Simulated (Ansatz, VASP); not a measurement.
**YNiI: VASP beside Ansatz**

Wanted: the spread between two codes on one cell, functional and k mesh. The cell is invented: other elements were put on sites of a known structure type. It may not be a known or stable phase. The cell is taken from a series of VASP runs on this material, whose earlier steps may have relaxed, scaled or displaced it; both programs get it as it stands.

Main program and level: Ansatz 0.2.0; plane waves, with VASP 6.6.1 beside it; relaxation of cell and atoms at PBEsol.

### Step 1. The starting structure

It takes space group P-6m2 (No. 187, hexagonal). The conventional cell has a = 4.278 Å, b = 4.278 Å, c = 3.850 Å, α = 90.00°, β = 90.00°, γ = 120.00°. Nearest to Y lie 6 I at 3.13 Å and 6 Ni at 3.13 Å. Nearest to Ni lie 3 I at 2.47 Å. Nearest to I lie 3 Ni at 2.47 Å and 6 Y at 3.13 Å. Farther neighbours and most contacts between anions are not listed.

### Step 2. Ansatz: relaxation of cell and atoms, PBEsol

Ansatz runs on its default PAW (the set named soft_2) files.

The relaxed volume is the usual yardstick between codes: its relative difference is about their pressure difference at one cell divided by the bulk modulus.

Input file input.yaml:

```yaml
crystal:
  lattice:
    - [4.2780054948, 0.0, 0.0]
    - [-2.1390027474, 3.7048614379, 0.0]
    - [0.0, 0.0, 3.8495835943]
  atoms:
    - { symbol: "Y", position: [0.0, 0.0, 0.0] }
    - { symbol: Ni, position: [0.33333333, 0.66666667, 0.5], spin: 1.0 }
    - { symbol: I, position: [0.66666667, 0.33333333, 0.5] }
hamiltonian:
  xc: pbesol
  pseudopotentials: { kind: paw }
magnetization:
  spin_polarized: true
kpoints:
  mp_grid: { grid: [6, 6, 6] }
scf:
  occupations: { method: gaussian, width: 0.05 }
relax:
  f_tol: 0.01
  max_steps: 60
  cell: { stress_tol: 0.05 }
output:
  forces: true
  stress: true
  write_density: true
  write_potential: true
  elf: true
  volumetric_format: npy
```

Run with:

```bash
$ ansatz run input.yaml --threads 4 --pin off --max-ram 9216MiB --backend cpu --events-out ev --progress --plain --runs-dir out
```

Numbers of over 12 decimals in the logs are rounded to 6 here.

Output:

```text
Engine: ansatz 0.2.0, aarch64-unknown-linux-gnu
Pseudopotentials: kind: paw
Pseudopotential: Y, paw, valence charge 11, recommended cutoff 420 eV (normal), Y.paw.azcp
Pseudopotential: Ni, paw, valence charge 18, recommended cutoff 420 eV (normal), Ni.paw.azcp
Pseudopotential: I, paw, valence charge 17, recommended cutoff 420 eV (normal), I.paw.azcp
Functional definition: PBEsol
  exchange = pbesol_x
  correlation = pbesol_c
Crystal: 3 atoms, lattice volume = 61.014 Å³
Basis set: ecut = 420 eV, 1195 PW (Γ), exchange–correlation on 60×60×54 points (8 copies of the dense FFT grid, shifted against one another)
Bands: 29, of which v1, the nominal top of the filled ones, is band 23 counted from 1 (22 counted from 0)
Symmetry: 12 space group operations
Space group: P-6m2 (ITA 187), of the structure as read, at distance tolerance 3.9e-5 Å
Magnetic group: BNS 187.209 (UNI 1439), of the structure as read, at distance tolerance 3.9e-5 Å
k-points: 28 of 216 (time reversal used)
Non-local potential: Y, projectors of the file, l = 0: 3, l = 1: 2, l = 2: 2, l = 3: 1
Non-local potential: Ni, projectors of the file, l = 0: 3, l = 1: 2, l = 2: 3, l = 3: 1
Non-local potential: I, projectors of the file, l = 0: 2, l = 1: 2, l = 2: 2, l = 3: 2
PAW form: soft (Blöchl's): semilocal exchange-correlation on the pseudo side does not see the compensation charge
PAW frozen core: Y, regenerated for the run's functional, and the local potential with it (the file was generated under x = pbe(κ = 0.804, μ = 0.219515), c = pbe(β = 0.066725))
PAW frozen core: Ni, regenerated for the run's functional, and the local potential with it (the file was generated under x = pbe(κ = 0.804, μ = 0.219515), c = pbe(β = 0.066725))
PAW frozen core: I, regenerated for the run's functional, and the local potential with it (the file was generated under x = pbe(κ = 0.804, μ = 0.219515), c = pbe(β = 0.066725))
PAW one-centre angular grid: Y, 590 points (default); XC on 64 Gauss nodes
PAW one-centre angular grid: Ni, 590 points (default); XC on 64 Gauss nodes
PAW one-centre angular grid: I, 590 points (default); XC on 64 Gauss nodes
Initial density: superposition of atomic densities (chi_scale 0.1, normalization cell, long waves kept (reshape's long-wave potential 0.00 eV rms))
Starting moments: Σ|m| = 1 μB on 1 of 3 sites
Initial wavefunctions: pseudopotential atomic-orbital guess
Functional: x = pbesol(κ = 0.804, μ = 0.123457), c = pbesol(β = 0.046)
SCF iter   1: F=—  HF=-17034.016307 eV  |F-HF|=—  |Δ(HF+E_count)|=         —  Δρ=8.39e-2 (↑4.31e-2 ↓8.39e-2)  dr2=1.49e1  dr2_m=4.59e-1  M=0.183 μB ∫|m|=0.712 μB  β_m=0.30  ethr=3.10e-3  ⟨swp⟩=6.0  Hψ=6574  notcnv=0
Mixer restart at iter 1: flushing history
preconditioner: auto → Kerker (q_TF=auto, 2.603 Å⁻¹)  [metal: Δε(μ)=0.064 eV  Ē_g=6.572 eV  σ=0.050 eV  W_gap=0.49  n_scr=20 (ndim 8)  ℏωp=21.3 eV  f_vac=0.000  D(μ)=1.12/eV (n_scr^D=8)]
spin=Collinear: Kerker preconditioning applied to the charge; magnetization (m = ρ↑ − ρ↓) channel mixes plain (no charge-response kernel on spin).
SCF iter   2: F=—  HF=-17034.093217 eV  |F-HF|=—  |Δ(HF+E_count)|=   7.69e-2  Δρ=4.62e-2 (↑3.26e-2 ↓4.62e-2)  dr2=6.59e0  dr2_m=3.15e-1  M=0.159 μB ∫|m|=0.638 μB  β_m=0.49  ethr=3.10e-3  ⟨swp⟩=3.8  Hψ=3781  notcnv=0  defer=72
SCF iter   3: F=—  HF=-17033.612875 eV  |F-HF|=—  |Δ(HF+E_count)|=   4.80e-1  Δρ=6.17e-2 (↑2.47e-2 ↓6.17e-2)  dr2=4.64e0  dr2_m=2.11e-1  M=0.072 μB ∫|m|=0.332 μB  β_m=0.43  ethr=3.10e-3  ⟨swp⟩=3.2  Hψ=3167  notcnv=0  defer=65
SCF iter   4: F=—  HF=-17033.457135 eV  |F-HF|=—  |Δ(HF+E_count)|=   1.56e-1  Δρ=1.52e-2 (↑1.52e-2 ↓1.00e-2)  dr2=2.17e-1  dr2_m=5.51e-2  M=0.014 μB ∫|m|=0.203 μB  β_m=0.70  ethr=3.10e-3  ⟨swp⟩=3.4  Hψ=3436  notcnv=0  defer=65
SCF iter   5: F=—  HF=-17033.384765 eV  |F-HF|=—  |Δ(HF+E_count)|=         —  Δρ=8.87e-3 (↑8.87e-3 ↓2.80e-3)  dr2=5.21e-2  dr2_m=6.60e-3  M=-0.003 μB ∫|m|=0.049 μB  β_m=0.70  ethr=4.72e-4  ⟨swp⟩=2.6  Hψ=3424  notcnv=0  defer=61
Mixer restart at iter 5: flushing history
SCF iter   6: F=—  HF=-17033.419861 eV  |F-HF|=—  |Δ(HF+E_count)|=   3.51e-2  Δρ=5.66e-3 (↑2.22e-3 ↓5.66e-3)  dr2=2.28e-2  dr2_m=1.91e-3  M=-0.002 μB ∫|m|=0.026 μB  β_m=0.63  ethr=1.13e-4  ⟨swp⟩=2.1  Hψ=3135  notcnv=0  defer=61
SCF iter   7: F=—  HF=-17033.409715 eV  |F-HF|=—  |Δ(HF+E_count)|=   1.01e-2  Δρ=6.54e-3 (↑6.54e-3 ↓3.98e-3)  dr2=4.68e-2  dr2_m=9.46e-4  M=-0.001 μB ∫|m|=0.019 μB  β_m=0.53  ethr=4.96e-5  ⟨swp⟩=2.0  Hψ=3634  notcnv=0  defer=62
SCF iter   8: F=—  HF=-17033.410232 eV  |F-HF|=—  |Δ(HF+E_count)|=   5.17e-4  Δρ=6.76e-4 (↑4.78e-4 ↓6.76e-4)  dr2=6.63e-4  dr2_m=2.68e-5  M=-0.000 μB ∫|m|=0.003 μB  β_m=0.78  ethr=4.96e-5  ⟨swp⟩=2.1  Hψ=2983  notcnv=0  defer=61
SCF iter   9: F=—  HF=-17033.410292 eV  |F-HF|=—  |Δ(HF+E_count)|=   5.95e-5  Δρ=6.58e-4 (↑5.01e-4 ↓6.58e-4)  dr2=6.12e-4  dr2_m=3.61e-6  M=-0.000 μB ∫|m|=0.001 μB  β_m=0.89  ethr=1.44e-6  ⟨swp⟩=2.1  Hψ=2121  notcnv=0  defer=61
SCF iter  10: F=—  HF=-17033.410242 eV  |F-HF|=—  |Δ(HF+E_count)|=   5.00e-5  Δρ=5.34e-5 (↑3.90e-5 ↓5.34e-5)  dr2=9.32e-6  dr2_m=9.67e-8  M=0.000 μB ∫|m|=0.000 μB  β_m=0.94  ethr=1.33e-6  ⟨swp⟩=2.0  Hψ=1935  notcnv=0  defer=61
SCF iter  11: F=—  HF=-17033.410240 eV  |F-HF|=—  |Δ(HF+E_count)|=   1.72e-6  Δρ=4.83e-5 (↑2.98e-5 ↓4.83e-5)  dr2=2.82e-6  dr2_m=5.44e-8  M=0.000 μB ∫|m|=0.000 μB  β_m=0.97  ethr=2.03e-8  ⟨swp⟩=2.0  Hψ=2110  notcnv=0  defer=61
SCF iter  12: F=—  HF=-17033.410240 eV  |F-HF|=—  |Δ(HF+E_count)|=   4.77e-7  Δρ=8.19e-6 (↑8.19e-6 ↓4.85e-6)  dr2=1.52e-7  dr2_m=3.14e-9  M=0.000 μB ∫|m|=0.000 μB  β_m=0.95  ethr=6.12e-9  ⟨swp⟩=2.0  Hψ=1949  notcnv=0  defer=61
SCF iter  13: F=—  HF=-17033.410240 eV  |F-HF|=—  |Δ(HF+E_count)|=   2.81e-8  Δρ=4.77e-6 (↑4.77e-6 ↓3.40e-6)  dr2=3.39e-8  dr2_m=2.92e-10  M=0.000 μB ∫|m|=0.000 μB  β_m=0.92  ethr=3.30e-10  ⟨swp⟩=2.0  Hψ=2680  notcnv=0  defer=61
SCF iter  14: F=-17033.410240 eV  HF=-17033.410240 eV  |F-HF|=8.59e-10  |Δ(HF+E_count)|=   3.95e-9  Δρ=8.47e-7 (↑5.13e-7 ↓8.47e-7)  dr2=9.69e-10  dr2_m=1.85e-11  M=-0.000 μB ∫|m|=0.000 μB  ethr=7.37e-11  ⟨swp⟩=5.8  Hψ=9073  notcnv=0
WARN: the starting moments were not kept: the SCF closed with an absolute magnetisation of 4.5e-6 μB, where they sum to 1 μB in size (1 site). That is at most 0.1 of that sum. Measured as dr2_m measures the in/out step, that magnetisation stands 1.4e-11 eV from none, at or under the dr2_threshold of 1.0e-7 eV: it is no larger than a step whose dr2_m would equal this threshold. The system may hold no moment; this SCF  [...]
SCF 1 converged in 14 iterations: F = -17033.410240 eV  dr2 = 9.69e-10
  greatest PAW one-centre occupation: 1.002 electrons in one spin orbital (limit 2), on the Ni atom at site 1 (counted from 0), in its partial waves of l = 1
relax step   1: F+E_penalty+E_count = -17033.41023950 eV  Δ(F+E_penalty+E_count) = +0.000e0 eV  max|allowed force component| = 7.633e-17 eV/Å  Δτ_max = 0.0000 Å  P = -0.145 GPa  Ω = 61.014 Å³  (14 SCF iters, dr2 threshold 1.00e-7 eV, accepted)
[...]
relax step   2: F+E_penalty+E_count = -17033.41029441 eV  Δ(F+E_penalty+E_count) = -5.491e-5 eV  max|allowed force component| = 4.472e-17 eV/Å  Δτ_max = 0.0000 Å  P = +0.068 GPa  Ω = 60.861 Å³  energy of the carried Pulay correction = +2.588e-5 eV  (7 SCF iters, dr2 threshold 5.79e-8 eV, accepted)
[...]
relax step   3: F+E_penalty+E_count = -17033.41030149 eV  Δ(F+E_penalty+E_count) = -7.081e-6 eV  max|allowed force component| = 9.714e-17 eV/Å  Δτ_max = 0.0000 Å  P = -0.006 GPa  Ω = 60.915 Å³  energy of the carried Pulay correction = +1.701e-5 eV  (7 SCF iters, dr2 threshold 2.41e-8 eV, accepted)
[...]
relax step   4: F+E_penalty+E_count = -17033.41028196 eV  Δ(F+E_penalty+E_count) = +1.953e-5 eV  max|allowed force component| = 1.049e-16 eV/Å  Δτ_max = 0.0000 Å  P = -0.006 GPa  Ω = 60.915 Å³  stress off target by 1.40e-2 GPa  SCF on the basis re-selected at this cell (its energy is not comparable with the rows above)  (7 SCF iters)
basis re-selected at this cell: Δ(F+E_penalty+E_count) = +1.953e-5 eV, ΔP = +0.000 GPa vs the last step (what re-selecting the basis moved, of the pressure what is left beyond the Pulay correction that the steps carried, after the strain that the cell walked since its last selection, with what the two solves' SCF thresholds leave and, on support functions, any second-order correction that the steps lacked; it is no m [...]
SCF converged after 7 iterations
Magnetization: 0.0000 μB (23.0000 up, 23.0000 down)
Absolute magnetization: 0.0000 μB (∫|ρ↑−ρ↓|, with the PAW one-centre terms)
Spin contamination: 0.0000 ħ² per cell (⟨S²⟩ above its minimum at these occupations)
Per-site moments (μB) at R_I (Å): [(-1.3329957815252583e-12, 1.290962), (1.46757923429972e-9, 1.018396), (-2.873623852730397e-10, 1.018396)]
Free energy (F): -17033.410282 eV
Harris-Foulkes:  -17033.410282 eV  (|F-HF|=2.18e-11)
Internal energy: -17033.409624 eV  (E = F + TS)
E sigma→0 (E₀):  -17033.409953 eV
Entropy (-TS):   -0.000658 eV (-0.219 meV/atom)
Fermi energy:    15.294098 eV
--- Per-component energies (eV) ---
  E_band       = -692.110297
  E_kinetic    = 786.770367
  E_local      = -6629.098078  (includes V_loc(G=0)·N_el)
  E_nonlocal   = 607.715942
  E_hartree    = 2996.244505
  E_xc         = -385.780919
  E_vxc        = -439.378359  (∫ρ·V_xc dr)
  E_paw        = -9113.666735  (= ΣΔE_a)
  E_vpaw       = -1010.609328  (= ΣTr[D̂ρ^β])
  E_aug_tail   = 0.000513  (compensation charges beyond the density's cutoff)
  E_ewald      = -5296.353423
  E_core_change = 0.758204  (= ΣΔE_core)
  E_smearing   = -0.000658  (= −TS)
  E_closure    = -0.000000  (closes the sum)
  Σ components = -17033.410282   (vs F -17033.410282, Δ=0.00e0)
--- Forces (eV/Å), atoms counted from 1 ---
  atom   1  Y      0.00000000    -0.00000000    -0.00000000
  atom   2  Ni     0.00000000    -0.00000000     0.00000000
  atom   3  I     -0.00000000    -0.00000000     0.00000000
  max |Σ_I F_I| component: 4.26e-16 eV/Å
--- Stress (GPa, compression-positive) ---
       -0.014029       0.000000       0.000000
        0.000000      -0.014029      -0.000000
        0.000000      -0.000000       0.009863
  P = ⅓ Tr σ = -0.0061 GPa (-0.061 kbar)
--- Band table (eV; the first three rows and the last of 56) ---
  k-point 0 ↑: bands = [... 19 lower, 12.9867, 13.2510, 13.5923, 13.5923, 15.2445, 17.1622, 17.1622, 17.2127, ... 2 higher]
  k-point 1 ↑: bands = [... 19 lower, 12.8846, 13.6635, 13.6775, 13.6775, 15.7051, 15.9442, 15.9442, 18.1442, ... 2 higher]
  k-point 2 ↑: bands = [... 19 lower, 13.3194, 13.9536, 13.9536, 14.7241, 15.3552, 15.3552, 16.6379, 16.8982, ... 2 higher]
  k-point 27 ↓: bands = [... 19 lower, 12.7137, 13.3454, 13.5703, 13.9700, 16.9522, 17.1713, 18.3233, 18.5166, ... 2 higher]
--- Relaxed structure (3 steps of the walk, 3 accepted, 1 SCFs on fresh bases) ---
  F+E_penalty+E_count = -17033.41028196 eV   max|allowed force component| = 1.049e-16 eV/Å   (the final SCF, on the basis selected at the relaxed cell)
  cell:  # Å, volume = 60.9150 Å³
    - [4.276155, 0, 0]
    - [-2.138078, 3.703259, 0]
    - [0, 0, 3.846688]
  atoms:
    - { symbol: Y, position: [0, 0, 0] }
    - { symbol: Ni, position: [0.333333, 0.666667, 0.500000] }
    - { symbol: I, position: [0.666667, 0.333333, 0.500000] }
```

Elapsed: 23 s, on 4 threads of Arm Neoverse N1, shared host; peak memory 0.48 GiB; 85 s of CPU time.

(Part 1 of 2 ends here.)

[Lines on the potential files, build, host, timing and source positions are cut from VASP's logs without a mark.]

[Logs are printed without paths, hosts, clocks, repeated set-up lines and the standing remarks that a program may print on its own settings, such as how far it seeks lower states.]

[Hosts, paths, dates, database ids (printed as entryN), source tags and the programs' standing remarks are cut or masked in the printed files.]
